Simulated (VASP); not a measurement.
A convergence study with VASP on Au (fcc): a few settings are varied, all else stays as given below, so the limit is that of these other settings.

```
CELL_PARAMETERS angstrom
      0.00000     2.04000     2.04000
      2.04000     0.00000     2.04000
      2.04000     2.04000     0.00000
ATOMIC_POSITIONS crystal
  Au 0.00000 0.00000 0.00000
```

Level of theory: PBE GGA, VASP's PBE PAW potentials (set 64) (plane waves; VASP 6.6.1). The last row used: 550 eV cut-off, 23×23×23 Γ-centred mesh, second-order Methfessel-Paxton smearing of 0.40 eV, potentials Au.

```csv
setting,E (eV/atom),pressure (GPa),irreducible k-points
"ISMEAR = -1, SIGMA = 0.01, 8×8×8 mesh",-3.1537,10.06,29
"ISMEAR = -1, SIGMA = 0.1, 8×8×8 mesh",-3.1552,10.00,29
"ISMEAR = 0, SIGMA = 0.01, 8×8×8 mesh",-3.1535,10.06,29
"ISMEAR = 0, SIGMA = 0.1, 8×8×8 mesh",-3.1548,10.06,29
"ISMEAR = 1, SIGMA = 0.01, 8×8×8 mesh",-3.1534,10.06,29
"ISMEAR = 1, SIGMA = 0.2, 8×8×8 mesh",-3.1548,10.08,29
"ISMEAR = 2, SIGMA = 0.05, 8×8×8 mesh",-3.1536,10.06,29
"ISMEAR = 2, SIGMA = 0.2, 8×8×8 mesh",-3.1547,10.07,29
"ISMEAR = -1, SIGMA = 0.01, 17×17×17 mesh",-3.1929,8.88,165
"ISMEAR = -1, SIGMA = 0.2, 17×17×17 mesh",-3.1943,9.16,165
"ISMEAR = 0, SIGMA = 0.01, 17×17×17 mesh",-3.1929,8.87,165
"ISMEAR = 0, SIGMA = 0.2, 17×17×17 mesh",-3.1939,9.01,165
"ISMEAR = 1, SIGMA = 0.01, 17×17×17 mesh",-3.1929,8.88,165
"ISMEAR = 1, SIGMA = 0.4, 17×17×17 mesh",…,…,165
"ISMEAR = 2, SIGMA = 0.05, 17×17×17 mesh",-3.1929,8.86,165
"ISMEAR = 2, SIGMA = 0.4, 17×17×17 mesh",-3.1939,8.97,165
"ISMEAR = -1, SIGMA = 0.05, 23×23×23 mesh",…,…,364
"ISMEAR = -1, SIGMA = 0.2, 23×23×23 mesh",-3.1940,9.17,364
"ISMEAR = 0, SIGMA = 0.05, 23×23×23 mesh",-3.1921,9.01,364
"ISMEAR = 0, SIGMA = 0.2, 23×23×23 mesh",-3.1929,9.05,364
"ISMEAR = 1, SIGMA = 0.05, 23×23×23 mesh",-3.1921,9.01,364
"ISMEAR = 1, SIGMA = 0.4, 23×23×23 mesh",-3.1935,9.05,364
"ISMEAR = 2, SIGMA = 0.1, 23×23×23 mesh",-3.1921,9.01,364
"ISMEAR = 2, SIGMA = 0.4, 23×23×23 mesh",-3.1932,9.04,364
```

### Question
Some entries are withheld; supply them.

### Answer

- ISMEAR = -1, SIGMA = 0.05, 23×23×23 mesh, E (eV/atom): -3.1925
- ISMEAR = -1, SIGMA = 0.05, 23×23×23 mesh, pressure (GPa): 9.03
- ISMEAR = 1, SIGMA = 0.4, 17×17×17 mesh, E (eV/atom): -3.1942
- ISMEAR = 1, SIGMA = 0.4, 17×17×17 mesh, pressure (GPa): 9.00

Left out are rungs that failed or repeat a setting and relaxations that didn't move; long series are thinned to 24 rows.

The compound is Au in the fcc structure. The cell was not relaxed at this level.
